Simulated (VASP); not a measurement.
The system is Al2SiF2.

```xyz
10
Lattice="2.9376 0.0000 0.0000 -0.7108 6.3078 0.0000 -0.5261 -0.3257 8.7877" Properties=species:S:1:pos:R:3 pbc="T T T"
Al    1.9191    1.8970    7.1697
Al    1.6750    4.4502    6.8192
Al    0.8486    0.8020    2.1829
Al   -0.2006    4.5626    0.9885
Si    1.7929   -0.2136    8.6700
Si    1.1237    2.5883    0.5818
F     0.4281    1.3786    6.1053
F     0.2032    4.9355    5.7764
F     2.3137    1.0550    3.2584
F     0.0886    5.3277    2.6605
```

The cell was built by a generator and needn't be a form met in nature.

| Property | Result |
| --- | --- |
| Program | VASP 6.6.1 |
| Task | relaxation of cell and atoms |
| Functional | PBE |
| Potentials or basis | VASP PAW PBE potentials, release 64 (Al, Si, F) |
| Cutoff | 520 eV |
| k mesh | 7 × 4 × 4 |
| Occupations | gaussian, width 0.1 eV |
| Spin | no spin polarisation |

At the start: pressure 2.5 GPa; volume 16.28 Å³/atom.

Task: How do energy, volume and symmetry change on relaxing?

Result: Over 78 steps the energy falls by 26.3 meV/atom and the volume is 16.88 Å³/atom (+3.7 %); space group P1 (No. 1, to 0.05 Å).

Step by step:
```tsv
step	energy change (eV)	largest force (eV/Å)	pressure (GPa)	volume (Å³)
1	0.0000	0.2380	2.46	162.83
3	-0.1290	0.4591	-1.04	169.40
5	-0.1771	0.3834	0.31	167.24
7	-0.2025	0.2589	-0.02	167.14
9	-0.2270	0.1888	0.19	166.89
11	-0.2375	0.2469	-0.06	167.69
13	-0.2507	0.1662	-0.25	168.21
15	-0.2540	0.1217	0.15	167.64
17	-0.2561	0.0704	-0.06	167.92
19	-0.2571	0.0752	0.15	167.73
21	-0.2580	0.0572	-0.04	168.22
23	-0.2587	0.0429	0.04	168.32
25	-0.2590	0.0260	-0.06	168.56
27	-0.2592	0.0232	0.04	168.44
29	-0.2593	0.0227	-0.01	168.55
31	-0.2595	0.0250	0.04	168.58
33	-0.2597	0.0279	-0.02	168.87
35	-0.2599	0.0242	0.04	168.97
37	-0.2601	0.0243	-0.04	169.32
39	-0.2603	0.0314	0.02	169.48
41	-0.2606	0.0234	-0.01	169.81
43	-0.2608	0.0229	0.00	169.87
45	-0.2609	0.0265	-0.05	169.95
47	-0.2611	0.0225	0.02	169.85
49	-0.2612	0.0185	-0.01	169.89
51	-0.2613	0.0237	-0.01	169.90
53	-0.2615	0.0232	-0.02	169.86
55	-0.2616	0.0262	-0.01	169.79
57	-0.2619	0.0217	0.02	169.66
59	-0.2621	0.0365	-0.09	169.70
61	-0.2624	0.0275	-0.04	169.47
63	-0.2624	0.0269	-0.02	169.37
65	-0.2627	0.0260	0.05	169.01
67	-0.2628	0.0259	-0.02	169.06
69	-0.2629	0.0224	0.00	169.01
71	-0.2630	0.0178	0.01	168.97
73	-0.2631	0.0154	-0.03	168.97
75	-0.2631	0.0108	0.01	168.85
77	-0.2631	0.0117	0.01	168.84
78	-0.2632	0.0070	0.01	168.83
```

Final structure:
```
CELL_PARAMETERS angstrom
2.89265 -0.10315 0.03968
-0.92658 6.71798 -0.01143
-0.38471 -0.32306 8.72566
ATOMIC_POSITIONS crystal
Al 0.91945 0.36748 0.83373
Al 0.90571 0.75423 0.77519
Al 0.33631 0.11790 0.24260
Al 0.14066 0.72561 0.09538
Si 0.78922 0.01456 0.98302
Si 0.48177 0.41502 0.08388
F 0.36712 0.28137 0.70803
F 0.42100 0.81978 0.64991
F 0.86598 0.16030 0.36979
F 0.23357 0.84962 0.28973
```
